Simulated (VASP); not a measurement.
Runs of VASP 6.6.1 on HfIn4SiO6. Symmetry: C2, No. 5, monoclinic system. The conventional cell has a = 5.432 Å, b = 9.407 Å, c = 7.636 Å, α = 90.00°, β = 104.07°, γ = 90.00°. Around Hf (site symmetry 2) lie 6 O at 2.13 to 2.14 Å. In (site symmetry 2) is surrounded by 2 O at 2.73 Å and 4 In at 3.12 Å. Around In (site symmetry 2) lie 6 O at 2.23 Å. Around In (site symmetry 2) lie 2 O at 2.73 Å and 3 In at 3.07 to 3.12 Å. In (site symmetry 2) is surrounded by 2 O at 2.73 Å and 3 In at 3.07 to 3.12 Å. Around Si (site symmetry 2) lie 6 O at 1.85 Å. O (site symmetry 1) is surrounded by 1 Si at 1.85 Å. Around O (site symmetry 1) lie 1 Si at 1.85 Å. The cell was built by a generator and needn't be a form met in nature.

| level | gap on the mesh (eV) | pressure (GPa) | relaxed volume (Å³/atom) |
| --- | --- | --- | --- |
| PBE+rVV10 | none | 0.0 | 15.35 |
| PBE+TS | none | 0.0 | (b) |
| PBE+D3(BJ) | none | 0.0 | (a) |
| PBE+D3 | none | 0.0 | 15.32 |
| PBE+D2 | none | 0.0 | 14.78 |

Alike in all rows: task relaxation of cell and atoms; potentials or basis VASP PAW PBE potentials, release 64 (Hf_pv, In_d, Si, O); no spin polarisation; cell relaxed; k mesh 6 × 6 × 4; cutoff (eV) 600; smearing fermi-dirac 0.05 eV.

Problem. Estimate the missing entries.

Solution. (a) 15.18; (b) 15.27.

Caveats: pairwise dispersion overbinds metals, which lowers pressure and volume; atom-pairwise D2, TS and ULG terms overbind metals (some runs).

A k mesh can miss the band edges, and the runs leave out spin-orbit coupling on Hf, In.

A gap of «none» marks a metal or a gap under the smearing width.
